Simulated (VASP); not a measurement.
# Hf2Pt (P4/mmm) in VASP: a series of runs

The runs below take Hf2Pt through relaxation of cell and atoms, relaxation of the atoms, with PBE, PBEsol, PBE+D3(BJ).

All numbers are computed with VASP 6.6.1; they aren't measurements. Logs are shortened: lines on timing, memory, paths and dates and some standing lists are left out, and cuts for length are marked.

## Step 1: Starting point

Symmetry: P4/mmm, No. 123, tetragonal system. The conventional cell has a = 3.565 Å, b = 3.565 Å, c = 4.836 Å, α = 90.00°, β = 90.00°, γ = 90.00°. Hf (site symmetry 4/mmm) is surrounded by 4 Hf at 2.52 Å. Around Hf (site symmetry 4/mmm) lie 2 Pt at 2.42 Å and 4 Hf at 2.52 Å. Pt (site symmetry 4/mmm) has 2 Hf at 2.42 Å as nearest neighbours.

The cell was built by a generator and needn't be a form met in nature.

## Step 2: Relaxation of cell and atoms, PBE

INCAR

```
PREC = Accurate ; ENCUT = 600
EDIFF = 1E-6 ; ISMEAR = 1
SIGMA = 0.2 ; LREAL = False
LASPH = True ; NELM = 60
ALGO = Normal ; ISIF = 3
LWAVE = False ; LCHARG = False
GGA = PE ; IBRION = 2
NSW = 40 ; EDIFFG = -0.02
```

KPOINTS

```
Automatic mesh
0
Gamma
  8 8 6
```

POSCAR

```
Hf2Pt
1.0
    3.5652291400      0.0000000000      0.0000000000
    0.0000000000      3.5652291400      0.0000000000
    0.0000000000      0.0000000000      4.8357931500
Hf Pt
2 1
Direct
    0.5000000000      0.5000000000      0.0000000000
    0.0000000000      0.0000000000      0.0000000000
    0.0000000000      0.0000000000      0.5000000000
```

Potentials or basis: VASP PAW PBE potentials, release 64 (Hf_pv, Pt).

Run with:

```
cat potpaw_PBE.64/Hf_pv/POTCAR potpaw_PBE.64/Pt/POTCAR > POTCAR
mpirun -np 1 vasp_std > vasp.out
```

OUTCAR:

```text
PREC = Accurate
   ENCUT = 600
   EDIFF = 1E-6
   ISMEAR = 1
   LREAL = False
   LASPH = True
   NELM = 60
   ISIF = 3
   GGA = PE
   IBRION = 2
   NSW = 40
   EDIFFG = -0.02

 ion  position               nearest neighbor table
   1  0.500  0.500  0.000-   2 2.52   2 2.52   2 2.52   2 2.52   3 3.49   3 3.49   3 3.49   3 3.49
                             3 3.49   3 3.49   3 3.49   3 3.49
   2  0.000  0.000  0.000-   3 2.42   3 2.42   1 2.52   1 2.52   1 2.52   1 2.52
   3  0.000  0.000  0.500-   2 2.42   2 2.42   1 3.49   1 3.49   1 3.49   1 3.49   1 3.49   1 3.49
                             1 3.49   1 3.49

  LATTYP: Found a simple tetragonal cell.
 ALAT       =     3.5652291400
 C/A-ratio  =     1.3563765357

  Lattice vectors:

 A1 = (   3.5652291400,   0.0000000000,   0.0000000000)
 A2 = (   0.0000000000,   3.5652291400,   0.0000000000)
 A3 = (   0.0000000000,   0.0000000000,   4.8357931500)

Analysis of symmetry for initial positions (statically):
=====================================================================
 Subroutine PRICEL returns:
 Original cell was already a primitive cell.

 Routine SETGRP: Setting up the symmetry group for a
 simple tetragonal supercell.

 Subroutine GETGRP returns: Found 16 space group operations
 (whereof 16 operations were pure point group operations)
 out of a pool of 16 trial point group operations.

The static configuration has the point symmetry D_4h.

Analysis of symmetry for dynamics (positions and initial velocities):
=====================================================================
 Subroutine PRICEL returns:
 Original cell was already a primitive cell.

 Routine SETGRP: Setting up the symmetry group for a
 simple tetragonal supercell.

 Subroutine GETGRP returns: Found 16 space group operations
 (whereof 16 operations were pure point group operations)
 out of a pool of 16 trial point group operations.

The dynamic configuration has the point symmetry D_4h.

 Subroutine INISYM returns: Found 16 space group operations
 (whereof 16 operations are pure point group operations),
 and found     1 'primitive' translations

----------------------------------------------------------------------------------------

                                     Primitive cell

  volume of cell :      61.4671

  direct lattice vectors                    reciprocal lattice vectors
     3.565229140  0.000000000  0.000000000     0.280486881  0.000000000  0.000000000
     0.000000000  3.565229140  0.000000000     0.000000000  0.280486881  0.000000000
     0.000000000  0.000000000  4.835793150     0.000000000  0.000000000  0.206791310

  length of vectors
     3.565229140  3.565229140  4.835793150     0.280486881  0.280486881  0.206791310

  position of ions in fractional coordinates (direct lattice)
     0.500000000  0.500000000  0.000000000
     0.000000000  0.000000000  0.000000000
     0.000000000  0.000000000  0.500000000

  ion indices of the primitive-cell ions
   primitive index   ion index
                 1           1
                 2           2
                 3           3

----------------------------------------------------------------------------------------

 KPOINTS: Automatic mesh

Automatic generation of k-mesh.
 Grid dimensions read from file:
 generate k-points for:    8    8    6

 Generating k-lattice:

  Cartesian coordinates                     Fractional coordinates (reciprocal lattice)
     0.035060860  0.000000000  0.000000000     0.125000000  0.000000000  0.000000000
     0.000000000  0.035060860  0.000000000     0.000000000  0.125000000  0.000000000
     0.000000000  0.000000000  0.034465218     0.000000000  0.000000000  0.166666667

  Length of vectors
     0.035060860  0.035060860  0.034465218

  Shift w.r.t. Gamma in fractional coordinates (k-lattice)
     0.000000000  0.000000000  0.000000000

 Subroutine IBZKPT returns following result:
 ===========================================

 Found     60 irreducible k-points:

 Following reciprocal coordinates:
            Coordinates               Weight
  0.000000  0.000000  0.000000      1.000000
  0.125000  0.000000  0.000000      4.000000
  0.250000  0.000000  0.000000      4.000000
  0.375000  0.000000  0.000000      4.000000
  0.500000  0.000000  0.000000      2.000000
  0.125000  0.125000  0.000000      4.000000
[... 16 lines left out ...]
  0.375000  0.125000  0.166667     16.000000
  0.500000  0.125000  0.166667      8.000000
 [... further k-points ...]
   k-points           NKPTS =     60   k-points in BZ     NKDIM =     60   number of bands    NBANDS=     19
   number of dos      NEDOS =    301   number of ions     NIONS =      3
   total plane-waves  NPLWV =  31360
   dimension x,y,z NGX =    28 NGY =   28 NGZ =   40
   dimension x,y,z NGXF=    56 NGYF=   56 NGZF=   80
   ions per type =               2   1
   NGX,Y,Z   is equivalent  to a cutoff of  13.06, 13.06, 13.75 a.u.
   NGXF,Y,Z  is equivalent  to a cutoff of  26.11, 26.11, 27.50 a.u.
 SYSTEM =  unknown system
   PREC   = accura    normal or accurate (medium, high low for compatibility)
   ISTART =      0    job   : 0-new  1-cont  2-samecut
   ICHARG =      2    charge: 1-file 2-atom 10-const
   ISPIN  =      1    spin polarized calculation?
   LNONCOLLINEAR =      F non collinear calculations
   LSORBIT =      F    spin-orbit coupling
   LASPH  =      T    aspherical Exc in radial PAW
   ENCUT  =  600.0 eV  44.10 Ry    6.64 a.u.   7.12  7.12  9.66*2*pi/ulx,y,z
   NELM   =     60;   NELMIN=  2; NELMDL= -5     # of ELM steps
   EDIFF  = 0.1E-05   stopping-criterion for ELM
   LREAL  =      F    real-space projection
   EDIFFG = -.2E-01   stopping-criterion for IOM
   NSW    =     40    number of steps for IOM
   IBRION =      2    ionic relax: 0-MD 1-quasi-New 2-CG
   NFREE  =      1    steps in history (QN), initial steepest desc. (CG)
   ISIF   =      3    stress and relaxation
   ISYM   =      2    0-nonsym 1-usesym 2-fastsym
   POTIM  = 0.5000    time-step for ionic-motion
   TEBEG  =    0.0;   TEEND  =   0.0 temperature during run
   PSTRESS=    0.0 pullay stress
   NELECT =      30.0000    total number of electrons
   NUPDOWN=      -1.0000    fix difference up-down
   EMIN   =  10.00;   EMAX   =-10.00  energy-range for DOS
   EFERMI =   0.00;   METHOD = LEGACY
   ISMEAR =     1;   SIGMA  =   0.20  broadening in eV -4-tet -1-fermi 0-gaus
   EFERMI_NEDOS =   21; number of points for ismear=-14 and -15
   IALGO  =     38    algorithm
   IMIX   =      4    mixing-type and parameters
     AMIX     =   0.40;   BMIX     =  1.00
     AMIX_MAG =   1.60;   BMIX_MAG =  1.00
  volume/ion in A,a.u.               =      20.49       138.27
  Fermi-wavevector in a.u.,A,eV,Ry     =   1.288945  2.435753 22.604436  1.661379
  Thomas-Fermi vector in A             =   2.420868
   LORBIT       =      0    0 simple, 1 ext, 2 COOP (PROOUT), +10 PAW based schemes
   GGA     = PE    functional components
   LHFCALC =     F    Hartree Fock is set to
   AEXX    =    0.0000 exact exchange contribution
   IVDW    =     0    specifies the selected vdW correction
   LEPSILON=     F    determine dielectric tensor
   LRPA    =     F    only Hartree local field effects (RPA)
 conjugate gradient relaxation of ions
 non-spin polarized calculation
 Methfessel and Paxton  Order N= 1 SIGMA  =   0.20
  energy-cutoff  :      600.00
  volume of cell :       61.47
 maximum number of plane-waves:      2072
   NGX = 15   NGY = 15   NGZ = 19

--------------------------------------- Ionic step        1  -------------------------------------------

 number of electron      30.0000002 magnetization

 Free energy of the ion-electron system (eV)
  ---------------------------------------------------
  ext. energy  EPLUGINS =         0.00000000
  ---------------------------------------------------
  free energy    TOTEN  =       -21.58572101 eV

  energy without entropy =      -21.59091694  energy(sigma->0) =      -21.58745299

------------------------ aborting loop because EDIFF is reached ----------------------------------------

  FORCE on cell =-STRESS in cart. coord.  units (eV):
  Direction    XX          YY          ZZ          XY          YZ          ZX
  --------------------------------------------------------------------------------------
  -------------------------------------------------------------------------------------
  Total       12.3246691     12.3246691      5.6471579      0.0000000      0.0000000      0.0000000
  in kB      321.2500765    321.2500765    147.1966415      0.0000000      0.0000000      0.0000000
  external PRESSURE =     263.2322649 kB  Pullay stress =       0.0000000 kB

 VOLUME and BASIS-vectors are now :
 -----------------------------------------------------------------------------
  energy-cutoff  :      600.00
  volume of cell :       61.47
      direct lattice vectors                 reciprocal lattice vectors
     3.565229140  0.000000000  0.000000000     0.280486881  0.000000000  0.000000000
     0.000000000  3.565229140  0.000000000     0.000000000  0.280486881  0.000000000
     0.000000000  0.000000000  4.835793150     0.000000000  0.000000000  0.206791310
[... 1260 lines left out ...]
 POSITION                                       TOTAL-FORCE (eV/Angst)
 -----------------------------------------------------------------------------------
      1.98794      1.98794      4.94582        -0.000000     -0.000000      0.000000
      3.97587      0.00000     -0.00000        -0.000000     -0.000000      0.000000
      3.97587      0.00000      2.47291         0.000000      0.000000      0.000000
 -----------------------------------------------------------------------------------
    total drift:                                0.000000     -0.000000      0.000000

  FREE ENERGIE OF THE ION-ELECTRON SYSTEM (eV)
  ---------------------------------------------------
  free  energy   TOTEN  =       -22.8466862153 eV

  energy  without entropy=      -22.8430309622  energy(sigma->0) =      -22.84546780

--------------------------------------- Ionic step        7  -------------------------------------------

 number of electron      30.0000001 magnetization

 Free energy of the ion-electron system (eV)
  ---------------------------------------------------
  ext. energy  EPLUGINS =         0.00000000
  ---------------------------------------------------
  free energy    TOTEN  =       -22.84679454 eV

  energy without entropy =      -22.84291238  energy(sigma->0) =      -22.84550049

 E-fermi :   3.9561     XC(G=0): -10.2471

 val. band max:        3.9555262859   @ k =   0.3750   0.3750   0.0000
 cond. band min:       3.9628684720   @ k =   0.3750   0.0000   0.1667
 fundamental gap:      0.0073421861
 Fermi energy:         3.9561328418

 k-point     1 :       0.0000    0.0000    0.0000
  band No.  band energies     occupation
      1     -27.6246      2.00000
      2     -27.5064      2.00000
      3     -27.5064      2.00000
      4     -26.6336      2.00000
      5     -26.1759      2.00000
      6     -26.1759      2.00000
[... 11 lines left out ...]
     18       5.5093     -0.00000
     19       6.5945     -0.00000
[... 528 lines left out ...]
 POSITION                                       TOTAL-FORCE (eV/Angst)
 -----------------------------------------------------------------------------------
      1.99071      1.99071     -0.00000        -0.000000     -0.000000      0.000000
      0.00000      3.98142      4.94814         0.000000      0.000000      0.000000
      0.00000      0.00000      2.47407         0.000000      0.000000      0.000000
 -----------------------------------------------------------------------------------
    total drift:                                0.000000      0.000000     -0.000000

  FREE ENERGIE OF THE ION-ELECTRON SYSTEM (eV)
  ---------------------------------------------------
  free  energy   TOTEN  =       -22.8467945381 eV

  energy  without entropy=      -22.8429123830  energy(sigma->0) =      -22.84550049

 reached required accuracy - stopping structural energy minimisation
```

Run time: 3.4 min. Hardware: 1 thread of AMD EPYC 9R45 (Zen 5), shared host; peak memory 0.22 GiB.

What came out:

```
Free energy                            : -22.8468 eV
Relaxed volume                         : 26.15 Å³/atom
Relaxed cell                           : a = 3.981 Å, b = 3.981 Å, c = 4.948 Å, α = 90.00°, β = 90.00°, γ = 90.00°
Space group after relaxing (to 0.05 Å) : P4/mmm (No. 123)
Energy gained by relaxing              : 420.4 meV/atom
Ionic steps                            : 7
Pressure after relaxing                : 0.0 GPa
Band gap on the k mesh                 : none (metal or under the smearing width)
```

Step by step:
```
step  energy change (eV)  largest force (eV/Å)  pressure (GPa)  volume (Å³)
   1              0.0000                0.0000           26.32        61.47
   2             -0.6187                0.0000           -9.84        96.26
   3             -1.2180                0.0000           -1.21        78.70
   4             -1.2361                0.0000            1.51        77.79
   5             -1.2610                0.0000            0.16        78.19
   6             -1.2610                0.0000            0.18        78.18
   7             -1.2611                0.0000           -0.02        78.44
```

Final structure:
```cif
data_structure
_symmetry_space_group_name_H-M 'P 1'
_symmetry_Int_Tables_number 1
_cell_length_a 3.9814
_cell_length_b 3.9814
_cell_length_c 4.9481
_cell_angle_alpha 90.000
_cell_angle_beta 90.000
_cell_angle_gamma 90.000
_cell_volume 78.44
loop_
_atom_site_label
_atom_site_type_symbol
_atom_site_fract_x
_atom_site_fract_y
_atom_site_fract_z
_atom_site_occupancy
Hf1 Hf 0.50000 0.50000 0.00000 1
Hf2 Hf 0.00000 0.00000 0.00000 1
Pt1 Pt 0.00000 0.00000 0.50000 1
```

Caveat: the volume moved by over 15 % at a fixed basis, so the end points are rough.

## Step 3: Relaxation of cell and atoms, PBEsol

INCAR

```
SYSTEM = Hf2Pt
PREC = Accurate ; ENCUT = 600
EDIFF = 1E-6 ; ISMEAR = 1
SIGMA = 0.2 ; LREAL = .FALSE.
LASPH = .TRUE. ; NELM = 60
ALGO = Normal ; ISIF = 3
LWAVE = .FALSE. ; LCHARG = .FALSE.
GGA = PS ; IBRION = 2
NSW = 60 ; EDIFFG = -0.005
```

KPOINTS

```
Automatic mesh
0
G
  8 8 6
  0 0 0
```

POSCAR is that of step 2.

Potentials or basis: VASP PAW PBE potentials, release 64 (Hf_pv, Pt).

Run with:

```
cat potpaw_PBE.64/Hf_pv/POTCAR potpaw_PBE.64/Pt/POTCAR > POTCAR
mpirun -np 1 vasp_std > vasp.out
```

Run time: 4.7 min. Hardware: 1 thread of AMD EPYC 9R45 (Zen 5), shared host; peak memory 0.22 GiB.

It converged, with:

```
Free energy                            : -24.5770 eV
Relaxed volume                         : 24.75 Å³/atom
Relaxed cell                           : a = 3.900 Å, b = 3.900 Å, c = 4.881 Å, α = 90.00°, β = 90.00°, γ = 90.00°
Space group after relaxing (to 0.05 Å) : P4/mmm (No. 123)
Energy gained by relaxing              : 280.3 meV/atom
Ionic steps                            : 13
Pressure after relaxing                : 0.0 GPa
Band gap on the k mesh                 : none (metal or under the smearing width)
```

The path:
| step | energy change (eV) | largest force (eV/Å) | pressure (GPa) | volume (Å³) |
| --- | --- | --- | --- | --- |
| 1 | 0.0000 | 0.0000 | 20.39 | 61.47 |
| 2 | -0.4232 | 0.0000 | -9.17 | 87.41 |
| 3 | -0.8166 | 0.0000 | -1.36 | 74.79 |
| 4 | -0.8167 | 0.0000 | -1.10 | 74.51 |
| 5 | -0.8162 | 0.0000 | 1.92 | 73.38 |
| 6 | -0.8407 | 0.0000 | 0.26 | 73.95 |
| 7 | -0.8407 | 0.0000 | 0.29 | 73.94 |
| 8 | -0.8410 | 0.0000 | -0.04 | 74.29 |
| 9 | -0.8410 | 0.0000 | 0.00 | 74.24 |
| 10 | -0.8410 | 0.0000 | 0.02 | 74.22 |
| 11 | -0.8410 | 0.0000 | 0.04 | 74.23 |
| 12 | -0.8410 | 0.0000 | -0.01 | 74.24 |
| 13 | -0.8410 | 0.0000 | 0.00 | 74.24 |

Final structure:
```xyz
3
Lattice="3.8998 0.0000 0.0000 0.0000 3.8998 0.0000 0.0000 0.0000 4.8814" Properties=species:S:1:pos:R:3 pbc="T T T"
Hf    1.9499    1.9499    0.0000
Hf    0.0000    0.0000    0.0000
Pt    0.0000    0.0000    2.4407
```

Levels at points of the mesh, in eV from the Fermi level:
```csv
k point,band 11,band 12,band 13,band 14,band 15,band 16,band 17,band 18,band 19
"(0.00, 0.00, 0.00)",-3.77,-2.54,-2.41,-1.84,-1.20,1.42,1.63,1.63,2.89
"(0.50, 0.00, 0.00)",-2.88,-2.23,-1.47,-0.13,0.08,0.22,1.21,1.85,1.87
"(0.50, 0.50, 0.00)",-2.30,-1.55,-1.24,0.27,0.27,0.31,0.84,0.84,1.52
"(0.00, 0.00, 0.50)",-3.01,-2.98,-2.59,-1.86,-1.83,-0.41,-0.41,-0.25,2.88
"(0.50, 0.00, 0.50)",-2.27,-2.11,-1.73,-1.34,-0.80,0.83,1.34,1.59,1.60
"(0.50, 0.50, 0.50)",-2.42,-2.42,-2.12,-1.95,-1.52,0.06,0.82,1.90,2.98
```

Caveat: the volume moved by over 15 % at a fixed basis, so the end points are rough; the PAW data sets were made with another functional, which shifts forces and pressure a little.

## Step 4: Relaxation of the atoms, PBE+D3(BJ), spin-orbit coupling, no magnetisation (volume scaled by 0.96)

INCAR

```
SYSTEM = Hf2Pt
PREC = Accurate
ENCUT = 520
EDIFF = 1E-6
ISMEAR = 1
SIGMA = 0.1
LREAL = .False.
LASPH = .True.
NELM = 60
ALGO = Normal
ISIF = 2
LWAVE = .False.
LCHARG = .False.
LNONCOLLINEAR = .True.
MAGMOM = 0 0 0 0 0 0 0 0 0
LORBIT = 11
LSORBIT = .True.
GGA_COMPAT = .False.
LMAXMIX = 4
GGA = PE
IVDW = 12
IBRION = 2
NSW = 60
EDIFFG = -0.01
ISYM = 0
```

KPOINTS

```
Automatic mesh
0
Gamma
  5 5 4
  0 0 0
```

POSCAR

```
Hf2Pt
1.0
    3.5170444611      0.0000000000      0.0000000000
    0.0000000000      3.5170444611      0.0000000000
    0.0000000000      0.0000000000      4.7704365822
Hf Pt
2 1
Selective dynamics
Direct
    0.5000000000      0.5000000000      0.0000000000  F F F
    0.0000000000      0.0000000000      0.0000000000  T T T
    0.0000000000      0.0000000000      0.5000000000  T T T
```

Run with:

```
cat potpaw_PBE.64/Hf_pv/POTCAR potpaw_PBE.64/Pt/POTCAR > POTCAR
mpirun -np 1 vasp_ncl > vasp.out
```

Run time: 4.1 min. Hardware: 1 thread of AMD EPYC 9R45 (Zen 5), shared host; peak memory 0.48 GiB.

It converged, with:

```yaml
Free_energy: -24.4602 eV
Pressure_after_relaxing: 29.7 GPa
Valence_electrons_inside_the_program's_atomic_spheres: Hf 8.91, 9.53; Pt 9.28
Dispersion_energy_per_atom: -0.545 eV
```

Stress tensor (GPa, compression positive):
```
34.67  0.00  0.00
 0.00 34.67  0.00
 0.00  0.00 19.72
```

Final structure:
```yaml
crystal:
  lattice:
    - [3.51704, 0.00000, 0.00000]
    - [0.00000, 3.51704, 0.00000]
    - [0.00000, 0.00000, 4.77044]
  atoms:
    - { symbol: Hf, position: [0.50000, 0.50000, 0.00000] }
    - { symbol: Hf, position: [0.00000, 0.00000, 0.00000] }
    - { symbol: Pt, position: [0.00000, 0.00000, 0.50000] }
```

Caveat: the relaxation stopped at its first step, so nothing moved.

## Step 5: For comparison

An earlier run on the cell as given: functional PBE; potentials or basis VASP PAW PBE potentials, release 64 (Hf_pv, Pt); cutoff 520 eV; k mesh 8 × 8 × 6; occupations fermi-dirac, width 0.05 eV; no spin polarisation.

* Pressure: 26.3 GPa
* Band gap on the k mesh: none (metal or under the smearing width)

## Step 6: Overview

```csv
task,level,spin,cell,k mesh,cutoff (eV),smearing,atoms held fixed (from 0),other keys,gap on the mesh (eV),pressure (GPa),relaxed volume (Å³/atom)
relaxation of cell and atoms,PBE,off,relaxed,8 × 8 × 6,600,methfessel-paxton 0.2 eV,-,-,none,0.0,26.15
relaxation of cell and atoms,PBEsol,off,relaxed,8 × 8 × 6,600,methfessel-paxton 0.2 eV,-,-,none,0.0,24.75
relaxation of the atoms,PBE+D3(BJ),"SOC, no magnetisation",atoms relaxed from: volume scaled by 0.96,5 × 5 × 4,520,methfessel-paxton 0.1 eV,[0],ISYM = 0,-,29.7,-
single point,PBE,off,as given,8 × 8 × 6,520,fermi-dirac 0.05 eV,-,-,none,26.3,-
```

Alike in all rows: potentials or basis VASP PAW PBE potentials, release 64 (Hf_pv, Pt).

Caveats: the volume moved by over 15 % at a fixed basis, so the end points are rough (some runs); the PAW data sets were made with another functional, which shifts forces and pressure a little (some runs); the relaxation stopped at its first step, so nothing moved (some runs); so large a pressure means that the cell lies far from this level's equilibrium, or that cutoff or potentials fall short (some runs).

Absolute energies hang on the potentials; compare differences alone.
